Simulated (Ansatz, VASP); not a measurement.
**Se (Selenium): VASP beside Ansatz**

Aim: how closely do two programs agree when they are given the same cell, functional and k mesh? The cell is taken from a series of runs on this material, whose earlier steps may have relaxed, scaled, displaced or heated it; both programs get it as it stands.

Main program and level: Ansatz 0.2.0; plane waves, with VASP 6.6.1 beside it; G0W0 gap at PBE.

## Step 1: Starting point

It takes space group P3_121 (No. 152, trigonal). Conventional cell: a = 4.068 Å, b = 4.068 Å, c = 5.127 Å, α = 90.00°, β = 90.00°, γ = 120.00°. Se has 2 Se at 2.44 Å nearest.

As a file:

```xyz
3
Lattice="4.0683 0.0000 0.0000 -2.0341 3.5232 0.0000 0.0000 0.0000 5.1274" Properties=species:S:1:pos:R:3 pbc="T T T"
Se    1.0061    0.0000    1.7091
Se   -0.5031    0.8713    3.4183
Se    1.5311    2.6519    0.0000
```

## Step 2: VASP: G0W0 gap, PBE

Quasiparticle shifts depend on high empty states and on the cores, so they are the hardest test of two PAW sets.

Lines of VASP's logs that name or quote its potential files are left out, and so is its time.

The run reads the wave functions of an earlier VASP run, which isn't shown here.

Contents of INCAR:

```
SYSTEM = Se
PREC = Accurate
ENCUT = 300
ISMEAR = 0
SIGMA = 0.01
LREAL = .FALSE.
GGA = PE
NBANDS = 240
ALGO = EVGW0
NELMGW = 1
ENCUTGW = 120
NOMEGA = 64
PRECFOCK = Fast
NBANDSGW = 32
LWAVE = .FALSE.
LCHARG = .FALSE.
```

Contents of POSCAR:

```
Se
1.0
    4.0682621775      0.0000000000      0.0000000000
   -2.0341310888      3.5232183950      0.0000000000
    0.0000000000      0.0000000000      5.1274373202
Se
3
Direct
    0.2473091893      0.0000000000      0.3333333333
    0.0000000000      0.2473091893      0.6666666667
    0.7526908107      0.7526908107      0.0000000000
```

Contents of KPOINTS:

```
Automatic mesh
0
Gamma
6 6 4
0 0 0
```

PAW data sets: Se_GW (PBE family, release 64).

On the command line:

```bash
> mpirun -np 16 vasp_std
```

Numbers of over 12 decimals in the logs are rounded to 6 here.

The program printed:

```text
[banner, memory and clock lines left out]
running   16 mpi-ranks, on    1 nodes
 distrk:  each k-point on   16 cores,    1 groups
 distr:  one band on    1 cores,   16 groups

 POSCAR found type information on POSCAR Se
 POSCAR found :  1 types and       3 ions
|                                                                             |
|           W    W    AA    RRRRR   N    N  II  N    N   GGGG   !!!           |
|           W    W   A  A   R    R  NN   N  II  NN   N  G    G  !!!           |
|           W    W  A    A  R    R  N N  N  II  N N  N  G       !!!           |
|           W WW W  AAAAAA  RRRRR   N  N N  II  N  N N  G  GGG   !            |
|           WW  WW  A    A  R   R   N   NN  II  N   NN  G    G                |
|           W    W  A    A  R    R  N    N  II  N    N   GGGG   !!!           |
|                                                                             |
|     For optimal performance we recommend to set                             |
|       NCORE = 2 up to number-of-cores-per-socket                            |
|     NCORE specifies how many cores store one orbital (NPAR=cpu/NCORE).      |
|     This setting can greatly improve the performance of VASP for DFT.       |
|     The default, NCORE=1 might be grossly inefficient on modern             |
|     multi-core architectures or massively parallel machines. Do your        |
|     Unfortunately you need to use the default for GW and RPA                |
|     calculations (for HF NCORE is supported but not extensively tested      |
|     yet).                                                                   |
|                                                                             |

|                                                                             |
|           W    W    AA    RRRRR   N    N  II  N    N   GGGG   !!!           |
|           W    W   A  A   R    R  NN   N  II  NN   N  G    G  !!!           |
|           W    W  A    A  R    R  N N  N  II  N N  N  G       !!!           |
|           W WW W  AAAAAA  RRRRR   N  N N  II  N  N N  G  GGG   !            |
|           WW  WW  A    A  R   R   N   NN  II  N   NN  G    G                |
|           W    W  A    A  R    R  N    N  II  N    N   GGGG   !!!           |
|                                                                             |
|     The default for ENCUTGWSOFT is different in this version of VASP.       |
|     please manually set ENCUTGWSOFT =120 in the INCAR file.                 |
|                                                                             |

 LDA part: xc-table for (Slater+PW92), standard interpolation
 found WAVECAR, reading the header
 POSCAR, INCAR and KPOINTS ok, starting setup
 FFT: planning ... GRIDC
 FFT: planning ... GRID_SOFT
 FFT: planning ... GRID
 reading WAVECAR
 the WAVECAR file was read successfully
 initial charge from wavefunction
 available memory per node:     12.78 GB, setting MAXMEM to     13087

 The Fermi energy was updated, please check that it is located mid-gap
 values below the HOMO (VB) or above the LUMO (CB) will cause erroneous energies
 E-fermi :   3.9308

 calculate exact exchange contribution
 the WAVEDER file was read successfully
energies w=
    0.000    0.000    0.231    0.000    0.461    0.000    0.690    0.000
    0.917    0.000    1.142    0.000    1.366    0.000    1.586    0.000
    1.804    0.000    2.018    0.000    2.230    0.000    2.438    0.000
    2.644    0.000    2.847    0.000    3.047    0.000    3.245    0.000
    3.441    0.000    3.636    0.000    3.829    0.000    4.021    0.000
    4.212    0.000    4.403    0.000    4.595    0.000    4.787    0.000
    4.981    0.000    5.177    0.000    5.375    0.000    5.576    0.000
    5.780    0.000    5.989    0.000    6.204    0.000    6.424    0.000
    6.651    0.000    6.886    0.000    7.130    0.000    7.386    0.000
    7.654    0.000    7.934    0.000    8.231    0.000    8.546    0.000
    8.882    0.000    9.242    0.000    9.630    0.000   10.050    0.000
   10.507    0.000   11.008    0.000   11.562    0.000   12.178    0.000
   12.867    0.000   13.647    0.000   14.538    0.000   15.566    0.000
   16.767    0.000   18.189    0.000   19.901    0.000   22.001    0.000
   24.640    0.000   28.051    0.000   32.626    0.000   39.077    0.000
   48.833    0.000   65.273    0.000   98.740    0.000  203.626    0.000
 responsefunction array rank=     240
 LDA part: xc-table for (Slater+PW92), standard interpolation

 min. memory requirement per mpi rank    210.9 MB, per node   3375.2 MB

 allocating   4 responsefunctions rank=   240
 shmem allocating  64 responsefunctions rank=   240
 response function shared by NCSHMEM nodes    1
 Doing            4  frequencies on each core in blocks of           64
NQ=   1    0.0000    0.0000    0.0000,
|.........|.........|.........|.........|.........|.........|.........|.........
 performed        967000 updates of chi_q(r,r)
 total number of BLAS operations        391.79 Gflops
NQ=   2    0.1667    0.0000    0.0000,
|.........|.........|.........|.........|.........|.........|.........|.........
 performed       3316000 updates of chi_q(r,r)
 total number of BLAS operations       1285.17 Gflops
NQ=   3    0.3333   -0.0000    0.0000,
|.........|.........|.........|.........|.........|.........|.........|.........
 performed       5665000 updates of chi_q(r,r)
 total number of BLAS operations       2178.54 Gflops
NQ=   4    0.5000    0.0000    0.0000,
|.........|.........|.........|.........|.........|.........|.........|.........
 performed       7185000 updates of chi_q(r,r)
 total number of BLAS operations       2821.95 Gflops
NQ=   5    0.1667    0.1667    0.0000,
|.........|.........|.........|.........|.........|.........|.........|.........
 performed       9043000 updates of chi_q(r,r)
 total number of BLAS operations       3548.03 Gflops
NQ=   6    0.3333    0.1667    0.0000,
|.........|.........|.........|.........|.........|.........|.........|.........
 performed      11853000 updates of chi_q(r,r)
 total number of BLAS operations       4636.29 Gflops
NQ=   7    0.3333    0.3333    0.0000,
|.........|.........|.........|.........|.........|.........|.........|.........
 performed      12973000 updates of chi_q(r,r)
 total number of BLAS operations       5102.48 Gflops
NQ=   8    0.0000    0.0000    0.2500,
|.........|.........|.........|.........|.........|.........|.........|.........
 performed      14278000 updates of chi_q(r,r)
 total number of BLAS operations       5659.70 Gflops
NQ=   9    0.1667    0.0000    0.2500,
|.........|.........|.........|.........|.........|.........|.........|.........
 performed      16627000 updates of chi_q(r,r)
 total number of BLAS operations       6594.52 Gflops
NQ=  10    0.0000    0.1667    0.2500,
|.........|.........|.........|.........|.........|.........|.........|.........
 performed      18976000 updates of chi_q(r,r)
 total number of BLAS operations       7529.35 Gflops
NQ=  11    0.3333   -0.0000    0.2500,
|.........|.........|.........|.........|.........|.........|.........|.........
 performed      21325000 updates of chi_q(r,r)
 total number of BLAS operations       8430.93 Gflops
NQ=  12    0.0000    0.3333    0.2500,
|.........|.........|.........|.........|.........|.........|.........|.........
 performed      23674000 updates of chi_q(r,r)
 total number of BLAS operations       9332.52 Gflops
NQ=  13    0.5000    0.0000    0.2500,
|.........|.........|.........|.........|.........|.........|.........|.........
 performed      26023000 updates of chi_q(r,r)
 total number of BLAS operations      10225.89 Gflops
NQ=  14    0.1667    0.1667    0.2500,
|.........|.........|.........|.........|.........|.........|.........|.........
 performed      28833000 updates of chi_q(r,r)
 total number of BLAS operations      11294.46 Gflops
NQ=  15    0.3333    0.1667    0.2500,
|.........|.........|.........|.........|.........|.........|.........|.........
 performed      31643000 updates of chi_q(r,r)
 total number of BLAS operations      12372.85 Gflops
NQ=  16   -0.1667    0.5000    0.2500,
|.........|.........|.........|.........|.........|.........|.........|.........
 performed      34453000 updates of chi_q(r,r)
 total number of BLAS operations      13451.24 Gflops
NQ=  17    0.3333    0.3333    0.2500,
|.........|.........|.........|.........|.........|.........|.........|.........
 performed      35942000 updates of chi_q(r,r)
 total number of BLAS operations      14007.24 Gflops
NQ=  18    0.0000    0.0000    0.5000,
|.........|.........|.........|.........|.........|.........|.........|.........
 performed      36909000 updates of chi_q(r,r)
 total number of BLAS operations      14361.66 Gflops
NQ=  19    0.1667    0.0000    0.5000,
|.........|.........|.........|.........|.........|.........|.........|.........
 performed      39258000 updates of chi_q(r,r)
 total number of BLAS operations      15304.89 Gflops
NQ=  20    0.3333   -0.0000    0.5000,
|.........|.........|.........|.........|.........|.........|.........|.........
 performed      41607000 updates of chi_q(r,r)
 total number of BLAS operations      16214.73 Gflops
NQ=  21    0.5000    0.0000    0.5000,
|.........|.........|.........|.........|.........|.........|.........|.........
 performed      43127000 updates of chi_q(r,r)
 total number of BLAS operations      16803.41 Gflops
NQ=  22    0.1667    0.1667    0.5000,
|.........|.........|.........|.........|.........|.........|.........|.........
 performed      44985000 updates of chi_q(r,r)
 total number of BLAS operations      17536.07 Gflops
NQ=  23    0.3333    0.1667    0.5000,
|.........|.........|.........|.........|.........|.........|.........|.........
 performed      47795000 updates of chi_q(r,r)
 total number of BLAS operations      18585.12 Gflops
NQ=  24    0.3333    0.3333    0.5000,
|.........|.........|.........|.........|.........|.........|.........|.........
 performed      48915000 updates of chi_q(r,r)
 total number of BLAS operations      19003.53 Gflops
 resolving degeneracies of screened two electron integrals

 calculate QP shifts <psi_nk| G(iteration)W_0 |psi_nk>: iteration 1
 entering main loop
```

From OUTCAR (step 2):

```text
ion  position               nearest neighbor table
   1  0.247  0.000  0.333-   3 2.44   2 2.44
   2  0.000  0.247  0.667-   3 2.44   1 2.44
   3  0.753  0.753  0.000-   1 2.44   2 2.44

  LATTYP: Found a hexagonal cell.
 ALAT       =     4.0682621775
 C/A-ratio  =     1.2603507583

 Subroutine GETGRP returns: Found  6 space group operations
 (whereof  2 operations were pure point group operations)

The static configuration has the point symmetry C_2 .
 The point group associated with its full space group is D_3 .

 Found     24 irreducible k-points:

   k-points           NKPTS =     24   k-points in BZ     NKDIM =    144   number of bands    NBANDS=    240

   dimension x,y,z NGX =    24 NGY =   24 NGZ =   30
   dimension x,y,z NGXF=    48 NGYF=   48 NGZF=   60

   ENCUT  =  300.0 eV  22.05 Ry    4.70 a.u.   5.75  5.75  7.24*2*pi/ulx,y,z

   NELECT =      18.0000    total number of electrons

  energy-cutoff  :      300.00
  volume of cell :       73.49
      direct lattice vectors                 reciprocal lattice vectors
     4.068262178  0.000000000  0.000000000     0.245805200  0.141915699  0.000000000
    -2.034131089  3.523218395  0.000000000     0.000000000  0.283831397  0.000000000
     0.000000000  0.000000000  5.127437320     0.000000000  0.000000000  0.195029200

 k-points in reciprocal lattice and weights: Automatic mesh
   0.00000000  0.00000000  0.00000000       0.007
   0.16666667  0.00000000  0.00000000       0.042
   0.33333333 -0.00000000  0.00000000       0.042
   0.50000000  0.00000000  0.00000000       0.021
   0.16666667  0.16666667  0.00000000       0.042
   0.33333333  0.16666667  0.00000000       0.083
   0.33333333  0.33333333  0.00000000       0.014
   0.00000000  0.00000000  0.25000000       0.014
   0.16666667  0.00000000  0.25000000       0.042
[...]
0.33333333  0.16666667  0.50000000       0.083
   0.33333333  0.33333333  0.50000000       0.014

 E-fermi :   3.9308

 QP shifts <psi_nk| G(iteration)W_0 |psi_nk>: iteration 1
 for sc-GW calculations column KS-energies equals QP-energies in previous step
 and V_xc(KS)=  KS-energies - (<T + V_ion + V_H > + <T+V_H+V_ion>^1  + <V_x>^1)
 k-point   1 :       0.0000    0.0000    0.0000
  band No.  KS-energies  QP-energies   sigma(KS)   V_xc(KS)     V^pw_x(r,r')   Z            occupation Imag(sigma)
    ...
      6       0.2337      -0.0983     -12.7775     -12.3083     -14.7642       0.7076       2.0000       0.1790
      7       1.8197       1.3949     -12.1252     -11.5130     -14.3562       0.6937       2.0000       0.1495
      8       1.8197       1.3949     -12.1252     -11.5130     -14.3562       0.6937       2.0000       0.1495
      9       3.1625       2.7515     -12.5430     -11.9657     -14.2786       0.7119       2.0000       0.1101
     10       5.1394       5.2804     -11.8110     -12.0081      -8.0527       0.7154       0.0000      -0.0428
     11       5.1394       5.2804     -11.8110     -12.0081      -8.0527       0.7154       0.0000      -0.0428
     12       5.7304       5.8585     -11.5792     -11.7590      -7.5168       0.7125       0.0000      -0.0545
     13      10.0919       9.9111      -9.1078      -8.8708      -4.3887       0.7630       0.0000      -0.1491
    ...

 k-point   2 :       0.1667    0.0000    0.0000
  band No.  KS-energies  QP-energies   sigma(KS)   V_xc(KS)     V^pw_x(r,r')   Z            occupation Imag(sigma)
    ...
      6       0.1429      -0.2276     -12.3443     -11.8110     -14.8068       0.6948       2.0000       0.2314
      7       2.0450       1.6476     -12.4220     -11.8556     -14.3425       0.7018       2.0000       0.1339
      8       2.4689       2.0752     -12.5806     -12.0258     -14.2458       0.7096       2.0000       0.1181
      9       2.9771       2.5760     -12.5040     -11.9409     -14.1484       0.7123       2.0000       0.1113
     10       5.0060       5.1156     -11.5068     -11.6580      -7.9044       0.7245       0.0000      -0.0382
     11       5.1391       5.2582     -11.6848     -11.8500      -8.0268       0.7207       0.0000      -0.0409
     12       5.8060       5.9262     -11.5751     -11.7440      -7.5420       0.7118       0.0000      -0.0569
     13       9.6721       9.4821      -8.8713      -8.6209      -4.1460       0.7587       0.0000      -0.1381
    ...

 k-point   3 :       0.3333   -0.0000    0.0000
  band No.  KS-energies  QP-energies   sigma(KS)   V_xc(KS)     V^pw_x(r,r')   Z            occupation Imag(sigma)
    ...
      6      -0.2051      -0.5851     -11.9710     -11.4200     -14.8449       0.6896       2.0000       0.2994
      7       1.2128       0.8388     -11.9447     -11.4075     -14.0523       0.6962       2.0000       0.1754
      8       2.2874       1.8930     -12.4080     -11.8530     -14.0205       0.7105       2.0000       0.1190
      9       2.7751       2.3837     -12.5824     -12.0320     -14.2219       0.7112       2.0000       0.1149
     10       5.1567       5.2425     -11.4689     -11.5871      -7.8552       0.7259       0.0000      -0.0402
     11       5.3780       5.4790     -11.4224     -11.5621      -7.6611       0.7235       0.0000      -0.0453
     12       6.9763       7.0861     -12.3377     -12.4955      -8.0607       0.6959       0.0000      -0.1191
     13       8.6021       8.3906      -8.6633      -8.3873      -4.1896       0.7667       0.0000      -0.1042
    ...

 k-point   4 :       0.5000    0.0000    0.0000
  band No.  KS-energies  QP-energies   sigma(KS)   V_xc(KS)     V^pw_x(r,r')   Z            occupation Imag(sigma)
    ...
      6      -0.0907      -0.4795     -11.9288     -11.3626     -14.7901       0.6868       2.0000       0.2851
      7       0.1579      -0.2119     -11.5660     -11.0288     -14.3523       0.6885       2.0000       0.2960
      8       2.2189       1.8173     -12.2663     -11.7011     -13.8652       0.7106       2.0000       0.1189
      9       2.7121       2.3260     -12.5886     -12.0460     -14.2002       0.7115       2.0000       0.1159
     10       5.1540       5.2275     -11.3767     -11.4775      -7.7693       0.7293       0.0000      -0.0399
     11       5.4061       5.4954     -11.3716     -11.4950      -7.6537       0.7237       0.0000      -0.0448
     12       7.9295       8.0507     -12.7999     -12.9764      -7.9771       0.6865       0.0000      -0.2425
     13       8.1666       7.9454      -8.6122      -8.3249      -4.2538       0.7701       0.0000      -0.0937
    ...

[... 4 further parts left out ...]
```

[end of part 1 of 2]

[Lines on the potential files, build, host, timing and source positions are cut from VASP's logs without a mark.]

[Logs are printed without paths, hosts, clocks, repeated set-up lines and the standing remarks that a program may print on its own settings, such as how far it seeks lower states.]

[Hosts, paths, dates, database ids (printed as entryN), source tags and the programs' standing remarks are cut or masked in the printed files.]
